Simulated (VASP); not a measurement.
Level of theory: rev-vdW-DF2, VASP's PBE PAW potentials (set 64) (plane waves; VASP).

Input for VASP

**KPOINTS**
```
Automatic mesh
0
gamma
13 13 10
0 0 0
```

POSCAR:
```
CuAu
1
    2.8079799015     0.0000000000     0.0000000000
    0.0000000000     2.8079799015    -0.0000000000
    0.0000000000     0.0000000000     3.4980577434
Cu Au
1 1
Direct
  0.0000000000   0.0000000000   0.0000000000
  0.5000000000   0.5000000000   0.5000000000
```

**INCAR**
```
! general
SYSTEM   = CuAu
PREC     = Accurate
ENCUT    = 520   ! plane-wave cut-off (eV)
LREAL    = F
LASPH    = T   ! aspherical one-centre terms

! electronic loop
EDIFF    = 1E-7
NELM     = 100   ! most electronic steps
ALGO     = Normal   ! blocked Davidson
LMAXMIX  = 6

! smearing
ISMEAR   = 1
SIGMA    = 0.1

! functional
GGA      = MK
LUSE_VDW = T
AGGAC    = 0.0
PARAM1   = 0.1234568
PARAM2   = 0.7114
ZAB_VDW  = -1.8867

! ions
IBRION   = 2   ! conjugate gradients
NSW      = 30   ! most ionic steps
ISIF     = 4
EDIFFG   = -0.01   ! ionic stop

! output
LWAVE    = F
LCHARG   = F
```

POTCAR, in this order: Cu Au (PBE.64 set). Program: vasp_std.

The resulting files:

### OUTCAR
```
 ion  position               nearest neighbor table
   1  0.000  0.000  0.000-   2 2.65   2 2.65   2 2.65   2 2.65   2 2.65   2 2.65   2 2.65   2 2.65
  LATTYP: Found a simple tetragonal cell.
 ALAT       =     2.8079799015
 C/A-ratio  =     1.2457559762
 Subroutine PRICEL returns:
 Original cell was already a primitive cell.
 Subroutine GETGRP returns: Found 16 space group operations
The static configuration has the point symmetry D_4h.
The dynamic configuration has the point symmetry D_4h.
 Subroutine INISYM returns: Found 16 space group operations
 Subroutine IBZKPT returns following result:
 Found    168 irreducible k-points:

 Following reciprocal coordinates:
            Coordinates               Weight
  0.000000  0.000000  0.000000      1.000000
  0.076923  0.000000  0.000000      4.000000
  0.153846  0.000000  0.000000      4.000000
  0.230769  0.000000  0.000000      4.000000
  0.307692  0.000000  0.000000      4.000000
  0.384615  0.000000  0.000000      4.000000
  0.461538  0.000000  0.000000      4.000000
  0.076923  0.076923  0.000000      4.000000
  0.153846  0.076923  0.000000      8.000000
...
```

OSZICAR:
```
       N       E                     dE             d eps       ncg     rms          rms(c)
DAV:   1     0.136576886313E+03    0.13658E+03   -0.11514E+04  5309   0.214E+03
DAV:   2     0.138955169297E+01   -0.13519E+03   -0.12940E+03  5166   0.339E+02
DAV:   3    -0.325603234480E+01   -0.46456E+01   -0.45651E+01  6252   0.731E+01
DAV:   4    -0.330527904269E+01   -0.49247E-01   -0.49232E-01  5785   0.640E+00
DAV:   5    -0.330672099711E+01   -0.14420E-02   -0.14419E-02  7517   0.120E+00    0.127E+01
DAV:   6    -0.269883343618E+01    0.60789E+00   -0.77407E+00  5160   0.843E+01    0.555E+00
DAV:   7    -0.237664708446E+01    0.32219E+00   -0.32458E+00  6184   0.905E+01    0.637E+00
DAV:   8    -0.229616967568E+01    0.80477E-01   -0.31051E-01  6345   0.166E+01    0.294E+00
DAV:   9    -0.228843534923E+01    0.77343E-02   -0.29038E-02  7781   0.372E+00    0.231E-01
DAV:  10    -0.228780720074E+01    0.62815E-03   -0.49521E-03  6328   0.928E-01    0.106E-01
DAV:  11    -0.228779572926E+01    0.11471E-04   -0.12284E-04  6601   0.137E-01    0.402E-02
DAV:  12    -0.228779118919E+01    0.45401E-05   -0.75485E-06  7945   0.905E-02    0.338E-03
DAV:  13    -0.228779101118E+01    0.17801E-06   -0.10584E-06  7455   0.331E-02    0.234E-03
DAV:  14    -0.228779103459E+01   -0.23410E-07   -0.26462E-07  3619   0.191E-02
   1 F= -.22877910E+01 E0= -.22877027E+01  d E =-.228779E+01
```

OUTCAR:
```
------------------------ aborting loop because EDIFF is reached ----------------------------------------
  FORCE on cell =-STRESS in cart. coord.  units (eV):
  Direction    XX          YY          ZZ          XY          YZ          ZX
  --------------------------------------------------------------------------------------
  Total        1.9186247      1.9186247      1.9068479      0.0000000      0.0000000      0.0000000
  in kB      111.4514339    111.4514339    110.7673236      0.0000000      0.0000000      0.0000000
  external PRESSURE =     111.2233971 kB  Pullay stress =       0.0000000 kB
  volume of cell :       27.58
      direct lattice vectors                 reciprocal lattice vectors
     2.807979901  0.000000000  0.000000000     0.356127905  0.000000000  0.000000000
     0.000000000  2.807979901  0.000000000     0.000000000  0.356127905  0.000000000
     0.000000000  0.000000000  3.498057743     0.000000000  0.000000000  0.285872925
 POSITION                                       TOTAL-FORCE (eV/Angst)
 -----------------------------------------------------------------------------------
      0.00000      0.00000      0.00000         0.000000      0.000000      0.000000
      1.40399      1.40399      1.74903         0.000000      0.000000      0.000000
 -----------------------------------------------------------------------------------
    total drift:                                0.000000      0.000000     -0.000000
  FREE ENERGIE OF THE ION-ELECTRON SYSTEM (eV)
  ---------------------------------------------------
  free  energy   TOTEN  =        -2.2877910346 eV

  energy  without entropy=       -2.2875260460  energy(sigma->0) =       -2.28770271

 reached required accuracy - stopping structural energy minimisation
```
(Selected blocks of OUTCAR.)

The compound is CuAu in the L1_0 structure. This cell is one point of a volume scan, at 0.94 of the reference volume.
